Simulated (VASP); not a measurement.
# A point defect in AgO

Aim: the formation energy and local structure of a point defect in AgO. The start is a cell from a database of measured crystal structures.

Program: VASP 6.6.1. Level of theory: SCAN; plane waves and PAW (Ag, O), in the first sound run; inputs show where later runs differ. Results are calculated unless marked as measured.

## (1) The host crystal

Symmetry: F-43m, No. 216, cubic system. The conventional cell has a = 4.816 Å, b = 4.816 Å, c = 4.816 Å, α = 90.00°, β = 90.00°, γ = 90.00°. Nearest to Ag lie 4 O at 2.09 Å. Nearest to O lie 4 Ag at 2.09 Å. Farther neighbours and most contacts between anions are not listed.

## (2) Relaxing the host crystal

First cell and atoms are relaxed at a raised cutoff, so that later runs start from this functional's own cell.

File INCAR:

```
SYSTEM = AgO
PREC = Accurate
ENCUT = 520
EDIFF = 1E-06
NELM = 120
ISMEAR = 0
SIGMA = 0.05
LREAL = .FALSE.
ALGO = Normal
METAGGA = SCAN
LASPH = .TRUE.
NBANDS = 14
LORBIT = 11
LWAVE = .FALSE.
LCHARG = .FALSE.
KPAR = 4
IBRION = 2
NSW = 40
ISIF = 3
EDIFFG = -0.02
POTIM = 0.4
```

File POSCAR:

```
AgO
1.0
    0.0000000000      2.4080000000      2.4080000000
    2.4080000000      0.0000000000      2.4080000000
    2.4080000000      2.4080000000      0.0000000000
Ag O
1 1
Direct
    0.0000000000      0.0000000000      0.0000000000
    0.7500000000      0.7500000000      0.7500000000
```

File KPOINTS:

```
Automatic mesh
0
Gamma
7 7 7
0 0 0
```

The projector-augmented-wave data sets are Ag and O (PBE family, release 64).

Command:

```bash
$ mpirun -np 4 vasp_std
```

What it wrote:

```text
[banner, memory and clock lines left out]
running    4 mpi-ranks, on    1 nodes
 distrk:  each k-point on    1 cores,    4 groups
 distr:  one band on    1 cores,    1 groups

 POSCAR found type information on POSCAR AgO
 POSCAR found :  2 types and       2 ions
|                                                                             |
|               ----> ADVICE to this user running VASP <----                  |
|                                                                             |
|     You enforced a specific xc type in the INCAR file but a different       |
|     [... a line on the potential file left out ...]
|     I HOPE YOU KNOW WHAT YOU ARE DOING!                                     |
|                                                                             |

 LDA part: xc-table for (None), standard interpolation
 POSCAR, INCAR and KPOINTS ok, starting setup
 FFT: planning ... GRIDC
 FFT: planning ... GRID_SOFT
 FFT: planning ... GRID
 WAVECAR not read
 entering main loop
       N       E                     dE             d eps       ncg     rms          rms(c)
DAV:   1     0.601431266213E+02    0.60143E+02   -0.87624E+03   568   0.114E+03
DAV:   2    -0.422941158609E+02   -0.10244E+03   -0.94260E+02   650   0.273E+02
DAV:   3    -0.452110367156E+02   -0.29169E+01   -0.29064E+01   638   0.491E+01
DAV:   4    -0.452232408504E+02   -0.12204E-01   -0.12204E-01   596   0.341E+00
DAV:   5    -0.452233509941E+02   -0.11014E-03   -0.11014E-03   644   0.324E-01    0.148E+01
DAV:   6    -0.374471262070E+02    0.77762E+01   -0.14557E+01   560   0.536E+01    0.154E+01
DAV:   7    -0.371914806189E+02    0.25565E+00   -0.13958E+00   560   0.169E+01    0.833E+00
DAV:   8    -0.371625052218E+02    0.28975E-01   -0.36701E-01   584   0.891E+00    0.103E+00
DAV:   9    -0.371379046385E+02    0.24601E-01   -0.79105E-02   566   0.439E+00    0.164E-01
DAV:  10    -0.371383421552E+02   -0.43752E-03   -0.51258E-03   578   0.667E-01    0.175E-01
DAV:  11    -0.371385258459E+02   -0.18369E-03   -0.15304E-04   614   0.185E-01    0.204E-01
DAV:  12    -0.371404363038E+02   -0.19105E-02   -0.33207E-03   566   0.895E-01    0.563E-01
DAV:  13    -0.371407758805E+02   -0.33958E-03   -0.33536E-04   578   0.171E-01    0.567E-01
DAV:  14    -0.371407647823E+02    0.11098E-04   -0.11968E-06   450   0.116E-02    0.564E-01
DAV:  15    -0.371404320204E+02    0.33276E-03   -0.28224E-05   560   0.665E-02    0.536E-01
DAV:  16    -0.371402531680E+02    0.17885E-03   -0.10981E-05   590   0.394E-02    0.516E-01
DAV:  17    -0.371390690440E+02    0.11841E-02   -0.59429E-04   560   0.348E-01    0.339E-01
DAV:  18    -0.371383604354E+02    0.70861E-03   -0.67038E-04   566   0.316E-01    0.176E-01
DAV:  19    -0.371381381295E+02    0.22231E-03   -0.14845E-04   578   0.156E-01    0.919E-02
DAV:  20    -0.371380733512E+02    0.64778E-04   -0.46912E-05   566   0.802E-02    0.501E-02
DAV:  21    -0.371380516043E+02    0.21747E-04   -0.20599E-05   578   0.572E-02    0.159E-02
DAV:  22    -0.371380452117E+02    0.63926E-05   -0.56463E-06   560   0.265E-02    0.349E-03
DAV:  23    -0.371380438577E+02    0.13539E-05   -0.34847E-07   280   0.634E-03    0.164E-03
DAV:  24    -0.371380426278E+02    0.12300E-05   -0.85988E-08   280   0.331E-03    0.512E-04
DAV:  25    -0.371380429311E+02   -0.30338E-06   -0.68049E-09   280   0.768E-04
   1 F= -.37138043E+02 E0= -.37136393E+02  d E =-.371380E+02
 curvature:   0.00 expect dE= 0.000E+00 dE for cont linesearch  0.000E+00
 trial: gam= 0.00000 g(F)=  0.110E-45 g(S)=  0.288E+00 ort = 0.000E+00 (trialstep = 0.100E+01)
 search vector abs. value=  0.288E+00
 bond charge predicted
       N       E                     dE             d eps       ncg     rms          rms(c)
DAV:   1    -0.400939175305E+02   -0.29559E+01   -0.48640E+01   560   0.816E+01    0.125E+01
DAV:   2    -0.373774151265E+02    0.27165E+01   -0.62135E+00   560   0.292E+01    0.609E+00
DAV:   3    -0.372378887990E+02    0.13953E+00   -0.38113E-01   560   0.706E+00    0.466E+00
DAV:   4    -0.372221428558E+02    0.15746E-01   -0.22352E-02   566   0.130E+00    0.858E-01
DAV:   5    -0.372223887184E+02   -0.24586E-03   -0.12110E-03   638   0.304E-01    0.260E-01
DAV:   6    -0.372228253406E+02   -0.43662E-03   -0.75590E-04   584   0.328E-01    0.120E-01
DAV:   7    -0.372228631881E+02   -0.37847E-04   -0.12612E-04   560   0.149E-01    0.155E-02
DAV:   8    -0.372228689578E+02   -0.57697E-05   -0.21734E-06   598   0.136E-02    0.272E-03
DAV:   9    -0.372228595867E+02    0.93711E-05   -0.30984E-07   280   0.648E-03    0.192E-03
DAV:  10    -0.372228627981E+02   -0.32114E-05   -0.60389E-08   280   0.311E-03    0.135E-04
DAV:  11    -0.372228626688E+02    0.12929E-06   -0.68107E-09   280   0.662E-04
   2 F= -.37222863E+02 E0= -.37221031E+02  d E =-.848197E-01
 trial-energy change:   -0.084820  1 .order   -0.098681   -0.288134    0.090772
 step:   0.7158(harm=  0.7604)  dis= 0.00000  next Energy=   -37.236080 (dE=-0.980E-01)
 bond charge predicted
       N       E                     dE             d eps       ncg     rms          rms(c)
DAV:   1    -0.374835785583E+02   -0.26072E+00   -0.38067E+00   560   0.224E+01    0.330E+00
DAV:   2    -0.372442575187E+02    0.23932E+00   -0.58951E-01   560   0.906E+00    0.132E+00
DAV:   3    -0.372364297548E+02    0.78278E-02   -0.18726E-02   566   0.147E+00    0.959E-01
DAV:   4    -0.372355297182E+02    0.90004E-03   -0.23518E-03   566   0.406E-01    0.691E-02
DAV:   5    -0.372354059104E+02    0.12381E-03   -0.63897E-05   620   0.890E-02    0.464E-02
DAV:   6    -0.372353855211E+02    0.20389E-04   -0.87596E-06   596   0.395E-02    0.260E-02
DAV:   7    -0.372353510794E+02    0.34442E-04   -0.46478E-06   596   0.170E-02    0.415E-03
DAV:   8    -0.372353628226E+02   -0.11743E-04   -0.33698E-07   286   0.772E-03    0.296E-03
DAV:   9    -0.372353589887E+02    0.38340E-05   -0.74800E-08   280   0.353E-03    0.217E-04
DAV:  10    -0.372353589054E+02    0.83303E-07   -0.50398E-09   280   0.659E-04
   3 F= -.37235359E+02 E0= -.37233567E+02  d E =-.973160E-01
 curvature:  -0.37 expect dE=-0.195E-04 dE for cont linesearch -0.195E-04
 trial: gam=-0.01338 g(F)=  0.792E-44 g(S)=  0.530E-04 ort = 0.391E-02 (trialstep = 0.943E+00)
 search vector abs. value=  0.985E-08
 reached required accuracy - stopping structural energy minimisation
```

It took 34 s on 4 MPI ranks of Intel Xeon 6975P-C (Granite Rapids), shared host; peak memory 0.62 GiB.

Lines that name or quote the potential files are left out of all logs, and their timing lines are given in words.

Parts of OUTCAR (step 2):

```text
ion  position               nearest neighbor table
   1  0.000  0.000  0.000-   2 2.09   2 2.09   2 2.09   2 2.09
   2  0.750  0.750  0.750-   1 2.09   1 2.09   1 2.09   1 2.09

  LATTYP: Found a face centered cubic cell.
 ALAT       =     4.8160000000

 Subroutine GETGRP returns: Found 24 space group operations
 (whereof 24 operations were pure point group operations)

The static configuration has the point symmetry T_d .

 Found     20 irreducible k-points:

   k-points           NKPTS =     20   k-points in BZ     NKDIM =     20   number of bands    NBANDS=     14

   dimension x,y,z NGX =    28 NGY =   28 NGZ =   28
   dimension x,y,z NGXF=    56 NGYF=   56 NGZF=   56

   ENCUT  =  520.0 eV  38.22 Ry    6.18 a.u.   6.33  6.33  6.33*2*pi/ulx,y,z

   NELECT =      17.0000    total number of electrons

 k-points in reciprocal lattice and weights: Automatic mesh
   0.00000000  0.00000000  0.00000000       0.003
   0.14285714  0.00000000  0.00000000       0.023
   0.28571429  0.00000000  0.00000000       0.023
   0.42857143  0.00000000  0.00000000       0.023
   0.14285714  0.14285714  0.00000000       0.017
   0.28571429  0.14285714  0.00000000       0.070
   0.42857143  0.14285714  0.00000000       0.070
  -0.42857143  0.14285714  0.00000000       0.070
  -0.28571429  0.14285714  0.00000000       0.070
[...]
-0.42857143  0.42857143  0.14285714       0.070
  -0.28571429  0.42857143  0.14285714       0.070

 average (electrostatic) potential at core
       1 -79.4777       2 -75.3719

 E-fermi :   3.5246

 k-point     1 :       0.0000    0.0000    0.0000
  band No.  band energies     occupation
    ...
      2      -2.0181      2.00000
      3      -2.0181      2.00000
      4      -2.0180      2.00000
      5       0.4155      2.00000
      6       0.4158      2.00000
      7       4.1482      0.00000
      8       4.3222      0.00000
      9       4.3222      0.00000
     10       4.3223      0.00000
     11      17.8713      0.00000
    ...

 k-point     2 :       0.1429    0.0000    0.0000
  band No.  band energies     occupation
    ...
      3      -1.9332      2.00000
      4      -1.9331      2.00000
      5       0.3995      2.00000
      6       0.3998      2.00000
      7       3.4616      1.92523
      8       4.1986      0.00000
      9       4.1986      0.00000
     10       5.2116      0.00000
     11      15.9786      0.00000
     12      17.9978      0.00000
    ...

 k-point     3 :       0.2857    0.0000    0.0000
  band No.  band energies     occupation
    ...
      3      -1.7612      2.00000
      4      -1.7611      2.00000
      5       0.4334      2.00000
      6       0.4336      2.00000
      7       2.2739      2.00000
      8       3.8666      0.00000
      9       3.8667      0.00000
     10       6.8688      0.00000
     11      13.3251      0.00000
     12      17.9852      0.00000
    ...

  Total        0.0302610      0.0302610      0.0302610      0.0000000      0.0000000      0.0000000
  in kB        1.5850826      1.5850826      1.5850826      0.0000000      0.0000000      0.0000000
  external PRESSURE =       1.5850826 kB  Pullay stress =       0.0000000 kB

  energy-cutoff  :      520.00
  volume of cell :       30.59
      direct lattice vectors                 reciprocal lattice vectors
    -0.000000000  2.482202768  2.482202768    -0.201433987  0.201433987  0.201433987
     2.482202768  0.000000000  2.482202768     0.201433987 -0.201433987  0.201433987
     2.482202768  2.482202768  0.000000000     0.201433987  0.201433987 -0.201433987

 POSITION                                       TOTAL-FORCE (eV/Angst)
 -----------------------------------------------------------------------------------
      0.00000      0.00000      0.00000         0.000000      0.000000      0.000000
      3.72330      3.72330      3.72330        -0.000000     -0.000000     -0.000000
 -----------------------------------------------------------------------------------
    total drift:                                0.000010      0.000010      0.000010

  FREE ENERGIE OF THE ION-ELECTRON SYSTEM (eV)
  ---------------------------------------------------
  free  energy   TOTEN  =       -37.2353589054 eV

  energy  without entropy=      -37.2317755653  energy(sigma->0) =      -37.23356724

 reached required accuracy - stopping structural energy minimisation

 total charge
# of ion       s       p       d       tot
------------------------------------------
    1        0.333   0.322   9.103   9.758
    2        1.591   3.314   0.000   4.905
--------------------------------------------------
tot          1.924   3.636   9.103  14.663

[... 3 further parts left out ...]
```

CONTCAR:

```
AgO
   1.00000000000000
    -0.0000000000000000    2.4822027677261964    2.4822027677261964
     2.4822027677261964    0.0000000000000000    2.4822027677261964
     2.4822027677261964    2.4822027677261964    0.0000000000000000
  Ag              O
     1     1
Direct
     0.0000000000000000    0.0000000000000000    0.0000000000000000
     0.7500000000000000    0.7500000000000000    0.7500000000000000
```

This run has no spin polarisation. Its electron count is odd, so without a moment it is a metal by construction. The k-mesh is coarse for a metal. The PAW data sets were made with PBE, which is usual practice but a small mismatch for other functionals. After so large a change of volume the plane waves of the start cell no longer fit, so the final stress carries a basis-set error. The run keeps the 24 symmetry operations of its start, so it cannot find a distortion of lower symmetry.

Step by step:

| step | energy less that of the first step (eV) | largest force (eV/Å) | pressure (GPa) | volume (Å³) |
| --- | --- | --- | --- | --- |
| 1 | 0.0000 | 0.0000 | 12.80 | 27.93 |
| 2 | -0.0848 | 0.0000 | -3.55 | 31.69 |
| 3 | -0.0973 | 0.0000 | 0.16 | 30.59 |

| conventional cell, symmetrised | before | after | change |
| --- | --- | --- | --- |
| a (Å) | 4.816 | 4.964 | +3.1 % |
| b (Å) | 4.816 | 4.964 | +3.1 % |
| c (Å) | 4.816 | 4.964 | +3.1 % |
| volume (Å³/atom) | 13.96 | 15.29 | +9.5 % |

The relaxed structure:

```
Ag O
1.0
     0.00000    2.48220    2.48220
     2.48220    0.00000    2.48220
     2.48220    2.48220    0.00000
Ag O
1 1
Cartesian
  0.0000 0.0000 0.0000
  3.7233 3.7233 3.7233
```

Numbers from this step:

```yaml
electronic_cycles: 46
electrons: 17
free_energy_toten: -37.24 eV
energy_at_zero_smearing: -37.23 eV
fermi_energy: 3.525 eV
labelled_metallic_from_the_levels_on_this_mesh: yes
```

The run ended after 3 ionic steps, 0.097 eV below its first step, once forces and stress met EDIFFG = -0.02.

[end of part 1 of 5]

[Lines on the potential files, build, host, timing and source positions are cut from VASP's logs without a mark.]

[Logs are printed without paths, hosts, clocks, repeated set-up lines and the standing remarks that a program may print on its own settings, such as how far it seeks lower states.]

[Hosts, paths, dates, database ids (printed as entryN), source tags and the programs' standing remarks are cut or masked in the printed files.]

[In band tables of VASP the shares of atoms and orbitals are scaled to a sum of 1 inside the atoms' spheres.]

[Runs that stopped without an error message from VASP are left out.]
